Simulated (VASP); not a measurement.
# GaGe₃: molecular dynamics at constant energy

GaGe₃, P6_3/mmc (no. 194), 8 atoms in the cell. PBE, molecular dynamics; PAW potentials Ge, Ga (PBE set).

Ensemble: NVE; Starting temperature (K): 1600.

## Input

INCAR:
```
ALGO = Fast
ANDERSEN_PROB = 0.0
EDIFF = 1E-6
ENCUT = 200
GGA = PE
IBRION = 0
ISIF = 2
ISMEAR = -1
ISYM = 0
KPAR = 2
LASPH = T
LCHARG = F
LREAL = Auto
LWAVE = F
MDALGO = 1
NELM = 60
NELMIN = 4
NSW = 60
POTIM = 3.0
PREC = Normal
RANDOM_SEED = 574329 0 0
SIGMA = 0.069
TEBEG = 1600
```

KPOINTS:
```
k-points
0
Gamma
  3 3 3
```

POSCAR:
```
GaGe3
1.0
    5.9850359054      0.0000000000      0.0000000000
   -2.9925179527      5.1831931366      0.0000000000
    0.0000000000      0.0000000000      5.0349520000
Ge Ga
6 2
Direct
    0.1635615050      0.3271230100      0.2500000000
    0.1635615050      0.8364384950      0.2500000000
    0.6728769900      0.8364384950      0.2500000000
    0.8364384950      0.6728769900      0.7500000000
    0.8364384950      0.1635615050      0.7500000000
    0.3271230100      0.1635615050      0.7500000000
    0.3333333333      0.6666666667      0.7500000000
    0.6666666667      0.3333333333      0.2500000000
```

Commands:
```
cat potpaw_PBE.64/Ge/POTCAR potpaw_PBE.64/Ga/POTCAR > POTCAR
mpirun -np 2 vasp_std > vasp.out
```

## Result

- Spread of the conserved energy (meV/atom): 0.19
- Rise of the mean potential energy above the start (meV/atom): 69.0
- Mean temperature (K): 989
- Electronic steps per ionic step after the first: 4.2

Course of the run:

| Time (fs) | Temperature (K) | Potential energy less the first (meV/atom) | Conserved energy less the first (meV/atom) |
|---|---|---|---|
| 3 | 1599 | 0.0 | 0.00 |
| 18 | 1461 | 15.7 | 0.02 |
| 30 | 1207 | 44.4 | 0.02 |
| 45 | 865 | 83.1 | 0.06 |
| 57 | 712 | 100.4 | 0.07 |
| 72 | 763 | 94.6 | -0.03 |
| 84 | 849 | 84.7 | -0.10 |
| 99 | 800 | 90.3 | -0.07 |
| 111 | 695 | 102.2 | 0.01 |
| 126 | 748 | 96.3 | 0.01 |
| 138 | 936 | 74.9 | -0.04 |
| 153 | 1155 | 50.2 | -0.06 |
| 165 | 1212 | 43.7 | -0.10 |
| 180 | 1039 | 63.3 | -0.11 |

The mean temperature lies below the starting 1600 K, since the atoms start on their sites and part of their kinetic energy turns into potential energy.

REPORT:
```
MDALGO =   1
         ANDERSEN_PROB =  0.00000000
               SCALING =       0
                 CNEXP =     9.000   14.000
           RANDOM_SEED =            574329                0                0

   original number of atomic DOF:         21
   number of independent constraints:      0
   number of active DOF:                  21

========================================
         MD step No.       1
========================================

  Atomic velocities initialized by STEP_tb

  >Energies
                    E_tot             E_pot             E_kin               EPS                ES
   e_b>   -0.29270975E+02   -0.30717811E+02    0.14468360E+01    0.00000000E+00    0.00000000E+00

  >Temperature
               T_sim     T_inst
   tmprt>   1600.000   1599.022

  >Thermostat, num. of collisions:                0

           RANDOM_SEED =            574329               96                0

[... steps left out ...]

========================================
         MD step No.      60
========================================

  >Energies
                    E_tot             E_pot             E_kin               EPS                ES
   e_b>   -0.29271878E+02   -0.30211768E+02    0.93988990E+00    0.00000000E+00    0.00000000E+00

  >Temperature
               T_sim     T_inst
   tmprt>   1600.000   1038.753

  >Thermostat, num. of collisions:                0

           RANDOM_SEED =            574329             2928                0
```

OSZICAR:
```
N       E                     dE             d eps       ncg     rms          rms(c)
DAV:   1     0.461433434337E+02    0.46143E+02   -0.62645E+03   560   0.567E+02
DAV:   2    -0.263004967009E+02   -0.72444E+02   -0.68534E+02   696   0.115E+02
DAV:   3    -0.307615733534E+02   -0.44611E+01   -0.43007E+01   748   0.287E+01
DAV:   4    -0.308191242617E+02   -0.57551E-01   -0.56686E-01   740   0.291E+00
DAV:   5    -0.308198289268E+02   -0.70467E-03   -0.70403E-03   708   0.247E-01    0.352E+00
RMM:   6    -0.307542698267E+02    0.65559E-01   -0.22388E-02   560   0.709E-01    0.204E+00
RMM:   7    -0.307178086988E+02    0.36461E-01   -0.44644E-02   560   0.101E+00    0.140E-01
RMM:   8    -0.307177567116E+02    0.51987E-04   -0.33877E-03   572   0.298E-01    0.493E-02
RMM:   9    -0.307178074224E+02   -0.50711E-04   -0.60372E-04   604   0.936E-02    0.176E-02
RMM:  10    -0.307178090104E+02   -0.15880E-05   -0.62945E-05   595   0.301E-02    0.543E-03
RMM:  11    -0.307178112981E+02   -0.22877E-05   -0.15684E-05   542   0.131E-02    0.230E-03
RMM:  12    -0.307178105540E+02    0.74413E-06   -0.37214E-06   435   0.701E-03
[... left out ...]
     58 T=  1144. E= -.29271853E+02 F= -.30307201E+02 E0= -.30276733E+02  EK= 0.10353E+01 SP= 0.00E+00 SK= 0.00E+00
     59 T=  1098. E= -.29271864E+02 F= -.30265042E+02 E0= -.30234402E+02  EK= 0.99318E+00 SP= 0.00E+00 SK= 0.00E+00
[... last step whole ...]
       N       E                     dE             d eps       ncg     rms          rms(c)
DAV:   1    -0.302117541870E+02    0.53288E-01   -0.22420E-02   992   0.151E+00    0.333E-03
RMM:   2    -0.302117666966E+02   -0.12510E-04   -0.10491E-04   560   0.483E-02    0.201E-03
RMM:   3    -0.302117679455E+02   -0.12489E-05   -0.13405E-05   450   0.132E-02    0.133E-03
RMM:   4    -0.302117680161E+02   -0.70594E-07   -0.18680E-06   356   0.457E-03
     60 T=  1039. E= -.29271878E+02 F= -.30211768E+02 E0= -.30181183E+02  EK= 0.93989E+00 SP= 0.00E+00 SK= 0.00E+00
```

Limits: 180 fs of 8 atoms are too short for converged averages; the cell is only 5.0 Å across, so each atom moves in step with near copies of itself.

VASP 6.6.1 took 348 s on 2 cores (AMD EPYC 7R43 (Zen 3)), a shared host.
